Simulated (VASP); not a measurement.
Here is the system:

```
CELL_PARAMETERS angstrom
      5.09967     0.00000     0.00000
      0.00000     5.09967     0.00000
      0.00000     0.00000     5.09967
ATOMIC_POSITIONS crystal
  Cd 0.00000 0.00000 0.00000
  S  0.27445 0.27445 0.27445
  S  0.72555 0.72555 0.27445
  S  0.72555 0.27445 0.72555
  S  0.27445 0.72555 0.72555
  Be 0.50000 0.50000 0.00000
  Be 0.50000 0.00000 0.50000
  Be 0.00000 0.50000 0.50000
```

These are PBEsol GGA, VASP's PBE PAW potentials (set 64) (plane waves; VASP) values and carry that method's errors. Run with 400 eV cut-off, 5×5×5 Γ-centred mesh, tetrahedra with Blöchl corrections, potentials Cd S Be.

The cores are frozen, which limits the accuracy of field gradients.

**Question.** Give the principal components of the electric field gradient (V/Å²) and the asymmetry η at each nucleus.

**Answer.** 
```csv
atom,Vxx,Vyy,Vzz,η
Cd1,0.0,0.0,0.0,-
S2,9.5,9.5,-18.9,0.00
S3,9.5,9.5,-18.9,0.00
S4,9.5,9.5,-18.9,0.00
S5,9.5,9.5,-18.9,0.00
Be6,1.2,1.2,-2.4,0.00
Be7,1.2,1.2,-2.4,0.00
Be8,1.2,1.2,-2.4,0.00
```

The structure was generated: Be3CdS4 was put into an ordered model structure (P-43m), which need not be its known phase. It was relaxed first.
